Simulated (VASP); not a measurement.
Calculation: r2SCAN meta-GGA, VASP's PBE PAW potentials (set 64) (plane waves; VASP).

VASP input:

### KPOINTS
```
Automatic mesh
0
Gamma
11 11 11
0 0 0
```

### POSCAR
```
Pb
1
    0.0000000000     2.4948932441     2.4948932441
    2.4948932441     0.0000000000     2.4948932441
    2.4948932441     2.4948932441     0.0000000000
Pb
1
Direct
  0.0000000000   0.0000000000   0.0000000000
```

### INCAR
```
SYSTEM  =  Pb
PREC  =  Accurate; ENCUT  =  480; LREAL  =  .FALSE.
LASPH  =  .TRUE.
EDIFF  =  1E-6; NELM  =  100; ALGO  =  Normal
LMAXMIX  =  4; LMIXTAU  =  .TRUE.
ISMEAR  =  1; SIGMA  =  0.1
METAGGA  =  R2SCAN
IBRION  =  2; NSW  =  60; ISIF  =  3
EDIFFG  =  -0.01
LWAVE  =  .FALSE.; LCHARG  =  .FALSE.
```

POTCAR, in this order: Pb_d (PBE.64 set). Program: vasp_std.

### Question
What will the output report for the number of irreducible k-points (NKPTS), largest plane-wave count, number of space-group operations, FFT grid (NGX, NGY, NGZ)?

### Answer

```json
{
 "number of irreducible k-points (NKPTS)": "56",
 "largest_plane_wave_count": "754",
 "number_of_space_group_operations": "48",
 "FFT grid (NGX, NGY, NGZ)": "28 × 28 × 28"
}
```

The compound is Pb in the fcc structure. It was relaxed first. The start is the result of an earlier pass.
